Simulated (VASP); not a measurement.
An input for Ansatz (written as the equivalent of a VASP run, and not itself run):

Ansatz 0.2 input:
```yaml
crystal:
  lattice:
    - [0.0000000, 2.1671780, 2.1671780]
    - [2.1671780, 0.0000000, 2.1671780]
    - [2.1671780, 2.1671780, 0.0000000]
  atoms:
    - { symbol: Al, position: [0.0000000, 0.0000000, 0.0000000] }
    - { symbol: N, position: [0.7500000, 0.7500000, 0.7500000] }
kpoints:
  mp_grid: { grid: [11, 11, 11] }
hamiltonian:
  xc: pbe
  pseudopotentials: { kind: paw }
scf:
  occupations: { method: gaussian, width: 0.01 }
  max_iter: 100
relax:
  max_steps: 50
  f_tol: 0.01
  cell: {}
output: { forces: true, stress: true, eigenvalues: true }
```

### Question
Write the VASP files for the same calculation (PBE).

### Answer
Several could match; the one computed here: 
### INCAR
```
SYSTEM  =  AlN
PREC  =  Accurate; ENCUT  =  400; LREAL  =  .False.
LASPH  =  .True.
EDIFF  =  1E-6; NELM  =  100; ALGO  =  Normal
ISMEAR  =  0; SIGMA  =  0.01
GGA  =  PE
IBRION  =  2; NSW  =  50; ISIF  =  3
EDIFFG  =  -0.01
LWAVE  =  .False.; LCHARG  =  .False.
```

**POSCAR**
```
AlN
1
    0.0000000000     2.1671780000     2.1671780000
    2.1671780000     0.0000000000     2.1671780000
    2.1671780000     2.1671780000     0.0000000000
Al N
1 1
Direct
  0.0000000000   0.0000000000   0.0000000000
  0.7500000000   0.7500000000   0.7500000000
```

KPOINTS:
```
Regular mesh
0
gamma
11 11 11
```

POTCAR, in this order: Al N (PBE.64 set). Program: vasp_std.

Limits of the translation: each code has its own PAW files, so the cut-off isn't converted (ENCUT is set for VASP's; basis.ecutwfc is left out, and Ansatz then takes the one that its files recommend); Ansatz stops its SCF on the density residual and VASP on the energy change (EDIFF).

The structure comes from a computed database's AlN entry; how it stands against other phases isn't given here. This run relaxes it. Symmetry was kept, so distortions that lower it aren't found. The run is one of a series of settings (EDIFFG = -0.01, IBRION = 2, ISIF = 3, NSW = 50 against the base run), some of them coarse on purpose.
